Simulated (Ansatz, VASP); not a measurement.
**SrTlI3 in VASP and in Ansatz**

INCAR

```
ALGO = Normal
EDIFF = 1E-7
ENCUT = 520
GGA = PE
ISIF = 2
ISMEAR = 0
LASPH = T
LCHARG = T
LELF = T
LREAL = F
LVHAR = T
LWAVE = F
NBANDS = 30
NELM = 60
PREC = Accurate
SIGMA = 0.01
```

KPOINTS

```
k-points
0
Gamma
  4 4 4
```

File POSCAR:

```
SrTlI3
1.0
    6.3606449648      0.0000000000      0.0000000000
    0.0000000000      6.3606449648      0.0000000000
    0.0000000000      0.0000000000      6.3606449648
Tl Sr I
1 1 3
Direct
    0.0000000000      0.0000000000      0.0000000000
    0.5000000000      0.5000000000      0.5000000000
    0.5000000000      0.5000000000      0.0000000000
    0.5000000000      0.0000000000      0.5000000000
    0.0000000000      0.5000000000      0.5000000000
```

Input for Ansatz:

```yaml
crystal:
  lattice:
    - [6.3606449648, 0.0, 0.0]
    - [0.0, 6.3606449648, 0.0]
    - [0.0, 0.0, 6.3606449648]
  atoms:
    - { symbol: Tl, position: [0.0, 0.0, 0.0] }
    - { symbol: Sr, position: [0.5, 0.5, 0.5] }
    - { symbol: I, position: [0.5, 0.5, 0.0] }
    - { symbol: I, position: [0.5, 0.0, 0.5] }
    - { symbol: I, position: [0.0, 0.5, 0.5] }
kpoints:
  mp_grid: { grid: [4, 4, 4] }
  band_path:
    path:
      - [0.0, 0.0, 0.0]
      - [0.0, 0.5, 0.0]
      - [0.5, 0.5, 0.0]
      - [0.5, 0.5, 0.5]
      - [0.0, 0.0, 0.5]
    npoints: 1
hamiltonian:
  xc: pbe
scf:
  occupations: { method: fixed }
  n_extra_bands: 5
output:
  forces: true
  stress: true
  eigenvalues: true
```

Alike in both runs: task single point; functional PBE; k mesh 4 × 4 × 4; no spin polarisation.

|  | VASP | Ansatz |
| --- | --- | --- |
| version | VASP 6.6.1 | Ansatz 0.2.0 |
| potentials or method | VASP PAW PBE potentials, release 64 (Tl_d, Sr_sv, I) | plane waves, PAW |
| plane-wave cutoff (eV) | 520 | 420 |
| occupations | gaussian, width 0.01 eV | fixed |
| valence electrons in the cell | 44 | 74 |

|  | VASP | Ansatz | Ansatz less VASP |
| --- | --- | --- | --- |
| gap on the k mesh at the Fermi level (eV) | 2.52 | 2.52 | +0.001 |
| pressure (GPa) | 0.4 | 0.3 | -0.04 |

The two sets of potentials don't hold the same shells in valence.

Caveats: spin-orbit coupling is left out, which as a rule narrows the gap of such compounds by several tenths of an eV. Expect the measured gap to be larger: semilocal functionals such as PBE lack the derivative discontinuity. A k mesh can miss the band edges.
